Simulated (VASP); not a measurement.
MnIn11As12 (a cell with a defect): single point with PBEsol+U

The system is MnIn11As12 (a cell with a defect).

```
Mn In As
1.0
     0.00000    9.08700    9.08700
     6.05800    0.00000    6.05800
     6.05800    6.05800    0.00000
Mn In As
1 11 12
Direct
  0.00000 0.00000 0.00000
  0.00000 0.00000 0.50000
  0.00000 0.50000 0.00000
  0.00000 0.50000 0.50000
  0.33333 0.00000 0.00000
  0.33333 0.00000 0.50000
  0.33333 0.50000 0.00000
  0.33333 0.50000 0.50000
  0.66667 0.00000 0.00000
  0.66667 0.00000 0.50000
  0.66667 0.50000 0.00000
  0.66667 0.50000 0.50000
  0.08333 0.12500 0.12500
  0.08333 0.12500 0.62500
  0.08333 0.62500 0.12500
  0.08333 0.62500 0.62500
  0.41667 0.12500 0.12500
  0.41667 0.12500 0.62500
  0.41667 0.62500 0.12500
  0.41667 0.62500 0.62500
  0.75000 0.12500 0.12500
  0.75000 0.12500 0.62500
  0.75000 0.62500 0.12500
  0.75000 0.62500 0.62500
```

```json
{"Program": "VASP 6.6.1", "Task": "single point", "Functional": "PBEsol", "Potentials or basis": "VASP PAW PBE potentials, release 64 (Mn_pv, In_d, As)", "Cutoff": "350 eV", "k mesh": "2 × 2 × 2", "Occupations": "gaussian, width 0.03 eV", "Spin": "no spin polarisation", "Hubbard terms": "Mn d U = 3.5 eV", "Dq": "0", "Further INCAR settings": "LREAL = Auto; ALGO = Normal; EDIFF = 1e-05; NBANDS = 126"}
```

| Property | Result |
| --- | --- |
| Pressure | -0.6 GPa |
| Largest force | 1.507 eV/Å |
| Band gap on the k mesh | 0.05 eV, direct |
| Valence electrons inside the program's atomic spheres | Mn 11.41; In 11.47, 11.46; As 2.78, 2.81, 2.80 |

Forces in eV/Å, atoms in the order of the input:
```
Mn   0.018 -0.044 -0.044
In   0.004  0.001 -0.042
In   0.004 -0.042  0.001
In   0.042 -0.016 -0.016
In  -0.016 -0.015 -0.015
In   0.019  0.007 -0.033
In   0.019 -0.033  0.007
In   0.016 -0.018 -0.018
In  -0.035  0.028  0.028
In  -0.018  0.002  0.002
In  -0.018  0.002  0.002
In   0.004 -0.009 -0.009
As  -0.867 -0.857 -0.857
As   0.856  0.889 -0.852
As   0.856 -0.852  0.889
As   0.008  0.000  0.000
As  -0.012  0.010  0.010
As  -0.005  0.009  0.007
As  -0.005  0.007  0.009
As  -0.010  0.022  0.022
As  -0.861  0.874  0.874
As  -0.002  0.020 -0.006
As  -0.002 -0.006  0.020
As   0.007  0.020  0.020
```

Stress tensor (GPa, compression positive):
```
-0.63  0.22  0.22
 0.22 -0.59 -0.19
 0.22 -0.19 -0.59
```

Levels at points of the mesh, in eV from the valence-band top:
| k point | band 104 | band 105 | band 106 | band 107 | band 108 | band 109 | band 110 | band 111 | band 112 | band 113 |
| --- | --- | --- | --- | --- | --- | --- | --- | --- | --- | --- |
| (0.00, 0.00, 0.00) | -0.51 | -0.50 | -0.11 | -0.01 | 0.00 | 0.05 | 1.05 | 1.08 | 1.21 | 1.27 |
| (0.50, 0.00, 0.00) | -0.69 | -0.41 | -0.38 | -0.07 | -0.07 | 0.58 | 1.13 | 1.18 | 1.29 | 1.36 |
| (0.00, 0.50, 0.00) | -0.85 | -0.63 | -0.57 | -0.31 | -0.29 | 0.70 | 1.07 | 1.18 | 1.38 | 1.61 |
| (0.50, 0.00, 0.50) | -0.89 | -0.81 | -0.81 | -0.62 | -0.41 | 0.62 | 0.89 | 1.15 | 2.40 | 2.42 |
| (0.00, 0.50, 0.50) | -0.99 | -0.81 | -0.72 | -0.55 | -0.25 | 0.71 | 0.92 | 1.17 | 1.87 | 1.98 |
| (0.50, 0.50, 0.50) | -0.75 | -0.74 | -0.63 | -0.50 | -0.44 | 0.61 | 0.92 | 1.15 | 2.03 | 2.07 |

Eigenvalues of the final occupation matrices:
```csv
site,spin,trace,eigenvalues
site 1 d,1,2.51,0.24 0.24 0.25 0.89 0.89
site 1 d,2,2.51,0.24 0.24 0.25 0.89 0.89
```

It took 8 min on 1 thread of Intel(R) Xeon(R) Platinum 8559C (Emerald Rapids), on a shared host, peak memory 0.6 GiB.

Caveat: the k mesh is coarse (spacing up to 0.45 Å⁻¹), so the values aren't converged; the PAW data sets were made with another functional, which shifts forces and pressure a little; spin-orbit coupling is left out, which moves the levels of the heavy elements; the U is typed as a test and isn't derived for this compound. Spin polarisation is off, so any magnetic state and its effect on volume and gap are missing.
